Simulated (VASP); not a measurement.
The system is Si2WC3.

```
Si W C
1.0
    -1.64500    4.93000    2.32500
     1.64500   -4.93000    2.32500
     1.64500    4.93000   -2.32500
Si W C
2 1 3
Direct
  0.33330 0.00000 0.33330
  0.66670 0.00000 0.66670
  0.00000 0.00000 0.00000
  0.91670 0.75000 0.16670
  0.58330 0.75000 0.83330
  0.25000 0.75000 0.50000
```

The cell was built by a generator and needn't be a form met in nature.

| Quantity | Value |
| --- | --- |
| Program | VASP 6.6.1 |
| Task | relaxation of cell and atoms |
| Functional | PBE |
| Potentials or basis | VASP PAW PBE potentials, release 64 (Si, W_sv, C) |
| Cutoff | 520 eV |
| k mesh | 6 × 6 × 6 |
| Occupations | gaussian, width 0.15 eV |
| Spin | no spin polarisation |

At the start: pressure -10.6 GPa; volume 12.57 Å³/atom.

Problem. Where does the relaxation end?

Solution. Over 12 steps the energy falls by 131.1 meV/atom and the volume is 11.39 Å³/atom (-9.4 %); space group Imm2 (No. 44, to 0.05 Å).

The path:
```tsv
step	energy change (eV)	largest force (eV/Å)	pressure (GPa)	volume (Å³)
1	0.0000	1.7433	-10.61	75.42
2	-0.5070	1.9963	9.71	66.67
3	-0.5188	1.9722	6.86	67.63
4	-0.7325	0.6416	0.76	67.97
5	-0.7451	0.6512	1.74	67.91
6	-0.7703	0.2360	-1.74	69.04
7	-0.7704	0.2341	-1.74	68.97
8	-0.7830	0.2182	0.27	68.39
9	-0.7830	0.2155	0.21	68.41
10	-0.7859	0.0901	-0.16	68.45
11	-0.7859	0.1052	-0.21	68.45
12	-0.7865	0.0274	0.05	68.33
```

Final structure:
```
CELL_PARAMETERS angstrom
-1.53398 4.80930 2.31551
1.53398 -4.80930 2.31551
1.53398 4.80930 -2.31551
ATOMIC_POSITIONS crystal
Si 0.33719 0.00429 0.33290
Si 0.67140 0.00429 0.66710
W 0.97481 0.97481 0.00000
C 0.92047 0.73996 0.18051
C 0.55945 0.73996 0.81949
C 0.28669 0.78669 0.50000
```

Caveat: the k mesh is coarse (spacing up to 0.39 Å⁻¹), so the values aren't converged; the relaxation stopped at a loose force limit of 0.08 eV/Å, so its end isn't a converged minimum.
